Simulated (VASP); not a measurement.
## Ta3AsAu2O13 under changes of volume

One of the cells (14.335 Å³/atom); the others are scaled copies at fixed shape and fractional positions:

```
Ta As Au O
1.0
     6.47289   -1.95620   -0.00486
     6.47289    1.95620   -0.00486
    -2.56472    0.00000   10.75694
Ta As Au O
3 1 2 13
Cartesian
  4.5547 0.0000 3.7919
  6.0998 0.0000 7.2675
  1.8109 0.0000 10.6316
  8.0432 0.0000 0.0313
  8.3782 0.0000 3.7343
  2.3289 0.0000 6.8022
  8.6608 0.0000 1.6583
  6.3948 0.0000 3.7243
  2.4031 0.0000 4.7833
  2.1740 0.0000 8.7935
  4.8342 0.0000 5.9252
  8.1455 0.0000 6.7421
  4.2274 0.0000 1.9638
  10.4497 0.0000 3.9278
  5.2911 0.0000 8.9838
  -0.2092 0.0000 7.2133
  6.3066 0.0000 0.3263
  -0.3827 0.0000 10.6173
  7.8266 0.0000 10.5592
```

The cell was built by a generator and needn't be a form met in nature.

- Program: VASP 6.6.1
- Functional: PBE
- Potentials or basis: VASP PAW PBE potentials, release 64 (Ta_pv, As, Au, O)
- Cutoff: 520 eV
- k mesh: 7 × 7 × 3
- Occupations: fermi-dirac, width 0.05 eV
- Spin: no spin polarisation

```tsv
volume (Å³/atom)	energy over the lowest point (meV/atom)	pressure (GPa)	largest force (eV/Å)
13.211	35.82	13.8	1.182
13.492	15.61	8.9	0.826
13.773	3.45	4.6	0.493
14.335	0.00	-2.7	0.190
14.616	?	?	?
14.897	19.62	-8.6	0.729
```

Q: What does the run at 14.616 Å³/atom give?

A: Energy over the lowest point 7.24 meV/atom; pressure -5.8 GPa; largest force 0.467 eV/Å.

Worked out: A Birch-Murnaghan fit of order 3 (a polynomial in V^(-2/3)) to the other rows has its minimum at 14.13 Å³/atom with B0 = V·E''(V) = 179 GPa and B' = 4.7 at fixed shape and positions, which overstates the stiffness. It gives 7.24 meV/atom at 14.616 Å³/atom, against the run's 7.24, and -dE/dV = -5.6 GPa, against -5.8.

Energies are extrapolated to zero smearing.

Caveats: forces of over 1 eV/Å show positions far from the minimum, so gaps and moduli don't describe the material at rest (some runs).
